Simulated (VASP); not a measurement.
Input for VASP

**KPOINTS**
```
Automatic mesh
0
Gamma
7 7 2
0 0 0
```

INCAR:
```
! general
SYSTEM =Te2Mo
PREC   =Accurate
ENCUT  =400
LREAL  =.FALSE.
LASPH  =.TRUE.

! electronic loop
EDIFF  =1E-6
NELM   =100
ALGO   =Normal
LMAXMIX=4

! smearing
ISMEAR =0
SIGMA  =0.05

! functional
GGA    =PE

! output
LWAVE  =.FALSE.
LCHARG =.TRUE.
```

File POSCAR:
```
Te2Mo
1
    3.5492224611    -0.0000000000    -0.0000000000
   -1.7746112305     3.0737171882     0.0000000000
   -0.0000000000     0.0000000000    17.6166285319
Te Mo
2 1
Direct
  0.3333330000   0.6666670000   0.8972624716
  0.3333330000   0.6666670000   0.1027375284
  1.0000000000   0.0000000000   1.0000000000
```

POTCAR, in this order: Te Mo_sv (PBE.64 set). Program: vasp_std.

Write an equivalent input for Quantum ESPRESSO's pw.x.

One equivalent input (not run):
```
&CONTROL
  calculation = 'scf'
  pseudo_dir = './pseudo'
  outdir = './out'
  tprnfor = .true.
  tstress = .true.
/
&SYSTEM
  ibrav = 0
  nat = 3
  ntyp = 2
  ecutwfc = 82.3
  occupations = 'smearing'
  smearing = 'gaussian'
  degauss = 0.003675
  input_dft = 'pbe'
/
&ELECTRONS
  conv_thr = 7.3e-08
  electron_maxstep = 100
/
ATOMIC_SPECIES
  Te 127.600 Te.upf
  Mo 95.950 Mo.upf
CELL_PARAMETERS angstrom
     3.5492225   -0.0000000   -0.0000000
    -1.7746112    3.0737172    0.0000000
    -0.0000000    0.0000000   17.6166285
ATOMIC_POSITIONS crystal
  Te   0.3333330  0.6666670  0.8972625
  Te   0.3333330  0.6666670  0.1027375
  Mo   1.0000000  0.0000000  1.0000000
K_POINTS automatic
  7 7 2 0 0 0
```
Limits of the translation: the potentials are each code's own (VASP's PAW set, PseudoDojo norm-conserving files in pw.x), so ENCUT and ecutwfc are chosen apart and not converted; conv_thr bounds pw.x's estimated SCF error, while EDIFF bounds the energy change between steps.

The cell is a sheet with vacuum, built from a database entry that may be metastable or hypothetical.
